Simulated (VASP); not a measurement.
Shape and ions are relaxed at each volume.

Here is the system:

```yaml
crystal:
  lattice:
    - [4.47772, 0.00000, 0.00000]
    - [0.00000, 4.47772, 0.00000]
    - [0.00000, 0.00000, 2.98989]
  atoms:
    - { symbol: Mg, position: [0.00000, 0.00000, 0.00000] }
    - { symbol: Mg, position: [0.50000, 0.50000, 0.50000] }
    - { symbol: H, position: [0.30443, 0.30443, 0.00000] }
    - { symbol: H, position: [0.80443, 0.19557, 0.50000] }
    - { symbol: H, position: [0.19557, 0.80443, 0.50000] }
    - { symbol: H, position: [0.69557, 0.69557, 0.00000] }
```

Method: r2SCAN meta-GGA, VASP's PBE PAW potentials (set 64) (plane waves; VASP). Numerical set-up: 520 eV cut-off, 5×5×7 Γ-centred mesh, Gaussian smearing of 0.050 eV, potentials Mg H.

Give the energy at these volumes per atom, relative to the lowest: 9.40, 9.70, 10.00, 10.30, 10.60 Å³.

6.2, 1.4, 0.0, 1.5, 5.6 meV/atom. A third-order Birch-Murnaghan fit gives B0 = 52.4 GPa and B0′ = 3.6.

The compound is MgH2 in the rutile structure. It was relaxed first.
